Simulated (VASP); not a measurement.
```xyz
72
Lattice="4.6410 -8.0384 0.0000 4.6410 8.0384 0.0000 0.0000 0.0000 10.1277" Properties=species:S:1:pos:R:3 pbc="T T T"
Si     9.2702     0.0059     0.0021
Si     9.2394     0.0153     5.0560
Si     1.5389    -0.8892     7.5974
Si     1.5125     0.8950     2.5094
Si     6.1807    -5.3623     0.0006
Si     6.1847    -5.3607     5.0777
Si     3.0822     1.7810     7.6091
Si     3.0836     3.5676     2.5598
Si     7.7287    -2.6854     0.0074
Si     7.7288    -2.6869     5.0796
Si     4.6347     4.4629     7.5968
Si     4.6384     6.2550     2.5418
Si     6.1819     5.3562     0.0022
Si     1.5472    -2.6791     5.0747
Si     3.0929    -3.5805     7.5976
Si     3.0787    -1.7942     2.5423
Si     3.0679     0.0090     0.0448
Si     2.9056     0.0961     4.9800
Si     4.6387    -0.8935     7.8433
Si     4.6330     0.8879     2.5373
Si     4.7092    -0.8527     5.6503
Si     4.6320     2.6782     0.0072
Si     4.6313     2.6785     5.0797
Si     6.1843     1.7851     7.6113
Si     6.1884     3.5698     2.5421
Si     7.7335     2.6673     0.0023
Si     7.7262     2.6358     5.0562
Si     4.6368    -6.2536     7.6040
Si     4.6245    -4.4945     2.5096
Si     4.6349    -2.7050     0.0449
Si     4.6300    -2.8886     4.9802
Si     6.1766    -3.5782     7.6090
Si     6.1792    -1.7898     2.5370
Si     6.2086     0.0125     0.0573
Si     6.4869     0.1731     4.9259
Si     7.7313    -0.8945     7.6111
Si     7.7514     0.9033     2.5683
C      9.2765     0.0001     8.2348
C      4.6468     8.0276     3.1622
C      1.4885    -0.8877     5.6824
C      1.5203     0.9035     0.6202
C      6.1821    -5.3610     8.2359
C      6.1747    -5.3657     3.1718
C      3.0592     1.8235     5.6964
C      3.0860     3.5687     0.6341
C      7.7269    -2.6835     8.2338
C      7.7266    -2.6811     3.1783
C      4.6359     4.4632     5.6930
C      4.6344     6.2503     0.6211
C      6.1838     5.3570     8.2254
C      6.1780     5.3539     3.1718
C      3.0695    -3.6249     5.6824
C      3.0839    -1.7911     0.6331
C      3.0569     0.0132     8.3014
C      3.0487     0.0167     3.0994
C      4.6326     0.8971     0.6307
C      4.6327     2.6758     8.2337
C      4.6347     2.6739     3.1785
C      6.1885     1.8509     5.7108
C      6.1822     3.5688     0.6213
C      7.7317     2.6758     8.2350
C      7.7278     2.6911     3.1625
C      4.6448    -6.2494     5.6950
C      4.6358    -4.4925     0.6202
C      4.6333    -2.7167     8.3016
C      4.6325    -2.7251     3.0998
C      6.2023    -3.6204     5.6961
C      6.1866    -1.7944     0.6308
C      6.2171     0.0176     8.3119
C      6.1969     0.0058     3.0755
C      7.7906    -0.9245     5.7108
C      7.7520     0.9035     0.6455
```
Cell charge -1.

The numbers are results of HSE06 screened hybrid, VASP's PBE PAW potentials (set 64) (plane waves; VASP 6.6.1), not measurements. Settings: PREC = Normal, LREAL = Auto, ISYM = 0, NELECT = 289.0, EDIFF = 1E-5, 400 eV cut-off, 1×1×1 Γ-centred mesh, Gaussian smearing of 0.050 eV, potentials Si C. Starting moments (MAGMOM): 72*0.0139. The cell's moment is fixed (NUPDOWN = 1).

The cell is charged, with a uniform compensating background. The supercell is sampled at Γ alone, which is coarse: total energies, pressure and levels can be off, energies of defects by several tenths of an eV.

Question: Predict the cell moment, energy per atom (σ→0).

Answer: 
- cell moment = 1.00 μB
- energy per atom (σ→0) = -8.353 eV/atom

The cell is a supercell with a defect, built from SiC (4h): Si_C, charge -1. The cell's shape comes from a PBE relaxation.
